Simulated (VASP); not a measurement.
Input:

```
VSe
1.0
    0.00000     3.15233     3.15233
    3.15233     0.00000     3.15233
    3.15233     3.15233     0.00000
V Se
1 1
Direct
  0.00000   0.00000   0.00000
  0.25000   0.25000   0.25000
```
Starting moments (μB, in the order of the record's atoms V Se): 2.0 0.0.

Calculation: PBEsol GGA, VASP's PBE PAW potentials (set 64) (plane waves; VASP). Numerical set-up: 400 eV cut-off, 9×9×9 Γ-centred mesh, first-order Methfessel-Paxton smearing of 0.10 eV, potentials V_sv Se.

Energy and stress use the plane-wave basis of the starting cell. The moments were started parallel, and other spin orders were not tried in this run.

Question: The ions, cell shape and volume are relaxed. What does this cell relax into?

Answer: 
```
VSe
1.0
    0.00000     2.80792     2.80792
    2.80792     0.00000     2.80792
    2.80792     2.80792     0.00000
V Se
1 1
Direct
  0.00000   0.00000   0.00000
  0.25000   0.25000   0.25000
```
Space group F-43m (216), at a tolerance of 0.03 Å. The cell ends with -2.49 μB, on the sites -2.21 0.07 μB.

Question: How do energy and volume change from the first to the last step?

Answer: The energy (σ→0) changes by -416.3 meV/atom and the volume by -29.3 %, in 4 ionic steps.

The structure was generated: VSe was put into the zinc blende type (F-43m), which need not be its known phase. This run relaxes it. Symmetry was kept, so distortions that lower it aren't found.
